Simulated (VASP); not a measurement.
Output of a VASP run:

OUTCAR:
```
 ion  position               nearest neighbor table
   1  0.000  0.000  0.000-   2 2.86   3 2.86   4 2.86   2 2.86   3 2.86   2 2.86   4 2.86   2 2.86
                             3 2.86   4 2.86   3 2.86   4 2.86
   2  0.000  0.500  0.500-   1 2.86   3 2.86   4 2.86   1 2.86   4 2.86   1 2.86   3 2.86   1 2.86
                             3 2.86   4 2.86   4 2.86   3 2.86
   3  0.500  0.000  0.500-   1 2.86   2 2.86   4 2.86   1 2.86   4 2.86   2 2.86   4 2.86   4 2.86
                             1 2.86   2 2.86   1 2.86   2 2.86
   4  0.500  0.500  0.000-   1 2.86   2 2.86   3 2.86   2 2.86   3 2.86   1 2.86   3 2.86   3 2.86
                             1 2.86   2 2.86   2 2.86   1 2.86
  LATTYP: Found a simple cubic cell.
 ALAT       =     4.0441810798
 Subroutine PRICEL returns:
 Original cell was already a primitive cell.
 Subroutine GETGRP returns: Found 48 space group operations
The static configuration has the point symmetry O_h .
The dynamic configuration has the point symmetry O_h .
 Subroutine INISYM returns: Found 48 space group operations
 Subroutine IBZKPT returns following result:
 Found     35 irreducible k-points:

 Following reciprocal coordinates:
            Coordinates               Weight
  0.000000  0.000000  0.000000      1.000000
  0.125000  0.000000  0.000000      6.000000
  0.250000  0.000000  0.000000      6.000000
  0.375000  0.000000  0.000000      6.000000
  0.500000  0.000000  0.000000      3.000000
  0.125000  0.125000  0.000000     12.000000
  0.250000  0.125000  0.000000     24.000000
  0.375000  0.125000  0.000000     24.000000
  0.500000  0.125000  0.000000     12.000000
  0.250000  0.250000  0.000000     12.000000
  0.375000  0.250000  0.000000     24.000000
  0.500000  0.250000  0.000000     12.000000
  0.375000  0.375000  0.000000     12.000000
  0.500000  0.375000  0.000000     12.000000
  0.500000  0.500000  0.000000      3.000000
  0.125000  0.125000  0.125000      8.000000
  0.250000  0.125000  0.125000     24.000000
  0.375000  0.125000  0.125000     24.000000
  0.500000  0.125000  0.125000     12.000000
  0.250000  0.250000  0.125000     24.000000
  0.375000  0.250000  0.125000     48.000000
  0.500000  0.250000  0.125000     24.000000
  0.375000  0.375000  0.125000     24.000000
  0.500000  0.375000  0.125000     24.000000
  0.500000  0.500000  0.125000      6.000000
  0.250000  0.250000  0.250000      8.000000
  0.375000  0.250000  0.250000     24.000000
  0.500000  0.250000  0.250000     12.000000
  0.375000  0.375000  0.250000     24.000000
  0.500000  0.375000  0.250000     24.000000
  0.500000  0.500000  0.250000      6.000000
  0.375000  0.375000  0.375000      8.000000
  0.500000  0.375000  0.375000     12.000000
  0.500000  0.500000  0.375000      6.000000
  0.500000  0.500000  0.500000      1.000000
   k-points           NKPTS =     35   k-points in BZ     NKDIM =     35   number of bands    NBANDS=     14
   number of dos      NEDOS =    301   number of ions     NIONS =      4
   total plane-waves  NPLWV =  27000
   dimension x,y,z NGX =    30 NGY =   30 NGZ =   30
   dimension x,y,z NGXF=    60 NGYF=   60 NGZF=   60
   ions per type =               1   3
   PREC   = accura    normal or accurate (medium, high low for compatibility)
   ISTART =      0    job   : 0-new  1-cont  2-samecut
   ICHARG =      2    charge: 1-file 2-atom 10-const
   ISPIN  =      1    spin polarized calculation?
   LNONCOLLINEAR =      F non collinear calculations
   LSORBIT =      F    spin-orbit coupling
   INIWAV =      1    electr: 0-lowe 1-rand  2-diag
   ENCUT  =  520.0 eV  38.22 Ry    6.18 a.u.   7.52  7.52  7.52*2*pi/ulx,y,z
   NELM   =    100;   NELMIN=  2; NELMDL= -5     # of ELM steps
   EDIFF  = 0.1E-06   stopping-criterion for ELM
   LREAL  =      F    real-space projection
   NLSPLINE    = F    spline interpolate recip. space projectors
   LMAXMIX     =    4 max onsite mixed and CHGCAR
   VOSKOWN=      0    Vosko Wilk Nusair interpolation
   EDIFFG = 0.1E-05   stopping-criterion for IOM
   NSW    =      0    number of steps for IOM
   NBLOCK =      1;   KBLOCK =      1    inner block; outer block
...
```

File OSZICAR:
```
       N       E                     dE             d eps       ncg     rms          rms(c)
DAV:   1     0.919895028549E+02    0.91990E+02   -0.83780E+03   988   0.129E+03
DAV:   2    -0.368424925345E+02   -0.12883E+03   -0.12674E+03   992   0.375E+02
DAV:   3    -0.449075837372E+02   -0.80651E+01   -0.74246E+01  1566   0.725E+01
DAV:   4    -0.450311386062E+02   -0.12355E+00   -0.12337E+00  1402   0.958E+00
DAV:   5    -0.450340104548E+02   -0.28718E-02   -0.28716E-02  1402   0.146E+00    0.150E+01
DAV:   6    -0.354851927126E+02    0.95488E+01   -0.12552E+01  1396   0.515E+01    0.677E+00
DAV:   7    -0.359258788772E+02   -0.44069E+00   -0.34774E+00  1082   0.282E+01    0.490E+00
DAV:   8    -0.360225132738E+02   -0.96634E-01   -0.46239E-01  1674   0.746E+00    0.160E+00
DAV:   9    -0.359536300864E+02    0.68883E-01   -0.12612E+00  1106   0.934E+00    0.935E-01
DAV:  10    -0.360270295667E+02   -0.73399E-01   -0.72806E-01  1170   0.843E+00    0.514E-01
DAV:  11    -0.360289452277E+02   -0.19157E-02   -0.41702E-02  1598   0.226E+00    0.184E-01
DAV:  12    -0.360289460336E+02   -0.80590E-06   -0.48210E-03  1362   0.960E-01    0.289E-02
DAV:  13    -0.360283473461E+02    0.59869E-03   -0.16435E-03  1148   0.462E-01    0.359E-02
DAV:  14    -0.360281576515E+02    0.18969E-03   -0.17129E-04  1478   0.148E-01    0.366E-02
DAV:  15    -0.360282789651E+02   -0.12131E-03   -0.69472E-04  1106   0.225E-01    0.635E-03
DAV:  16    -0.360282729970E+02    0.59681E-05   -0.94901E-05  1626   0.889E-02    0.523E-03
DAV:  17    -0.360282726160E+02    0.38106E-06   -0.60687E-06  1520   0.306E-02    0.189E-03
DAV:  18    -0.360282715172E+02    0.10988E-05   -0.15032E-06  1632   0.168E-02    0.175E-03
DAV:  19    -0.360282708736E+02    0.64357E-06   -0.31647E-07   974   0.861E-03    0.202E-03
DAV:  20    -0.360282707526E+02    0.12104E-06   -0.11300E-07   664   0.529E-03    0.417E-04
DAV:  21    -0.360282707731E+02   -0.20532E-07   -0.36387E-08   586   0.308E-03
   1 F= -.36028271E+02 E0= -.36027900E+02  d E =-.111337E-02
```

File OUTCAR:
```
------------------------ aborting loop because EDIFF is reached ----------------------------------------
  FORCE on cell =-STRESS in cart. coord.  units (eV):
  Direction    XX          YY          ZZ          XY          YZ          ZX
  --------------------------------------------------------------------------------------
  Total        1.2498741      1.2498741      1.2498741     -0.0000000      0.0000000     -0.0000000
  in kB       30.2750644     30.2750644     30.2750644     -0.0000000      0.0000000     -0.0000000
  external PRESSURE =      30.2750644 kB  Pullay stress =       0.0000000 kB
  volume of cell :       66.14
      direct lattice vectors                 reciprocal lattice vectors
     4.044181080  0.000000000  0.000000000     0.247268849  0.000000000  0.000000000
     0.000000000  4.044181080  0.000000000     0.000000000  0.247268849  0.000000000
     0.000000000  0.000000000  4.044181080     0.000000000  0.000000000  0.247268849
 POSITION                                       TOTAL-FORCE (eV/Angst)
 -----------------------------------------------------------------------------------
      0.00000      0.00000      0.00000         0.000000      0.000000      0.000000
      0.00000      2.02209      2.02209         0.000000      0.000000      0.000000
      2.02209      0.00000      2.02209         0.000000      0.000000      0.000000
      2.02209      2.02209      0.00000         0.000000      0.000000      0.000000
 -----------------------------------------------------------------------------------
    total drift:                               -0.000000     -0.000000      0.000000
  FREE ENERGIE OF THE ION-ELECTRON SYSTEM (eV)
  ---------------------------------------------------
  free  energy   TOTEN  =       -36.0282707731 eV

  energy  without entropy=      -36.0271574066  energy(sigma->0) =      -36.02789965
```
(Selected blocks of OUTCAR.)

POSCAR:
```
Al3Sc
1
    4.0441810798     0.0000000000     0.0000000000
    0.0000000000     4.0441810798     0.0000000000
    0.0000000000     0.0000000000     4.0441810798
Sc Al
1 3
Direct
  0.0000000000   0.0000000000   0.0000000000
  0.0000000000   0.5000000000   0.5000000000
  0.5000000000   0.0000000000   0.5000000000
  0.5000000000   0.5000000000   0.0000000000
```

### Question
Write an INCAR and KPOINTS that could have produced this output.

### Answer
Several could match; the one computed here: the input of the run itself, MS2 meta-GGA, plane waves, VASP's PBE PAW potentials (set 64).

### KPOINTS
```
Automatic mesh
0
Gamma
8 8 8
0 0 0
```

### INCAR
```
ALGO  =  Normal
EDIFF  =  1E-7
ENCUT  =  520
ISIF  =  2
ISMEAR  =  1
LASPH  =  .True.
LCHARG  =  .False.
LMAXMIX  =  4
LMIXTAU  =  .True.
LREAL  =  .False.
LWAVE  =  .False.
METAGGA  =  MS2
NELM  =  100
PREC  =  Accurate
SIGMA  =  0.1
SYSTEM  =  Al3Sc
```

POTCAR, in this order: Sc_sv Al (PBE.64 set). Program: vasp_std.

The compound is Al3Sc in the L1_2 structure. This cell is one point of a volume scan, at 0.97 of the reference volume.
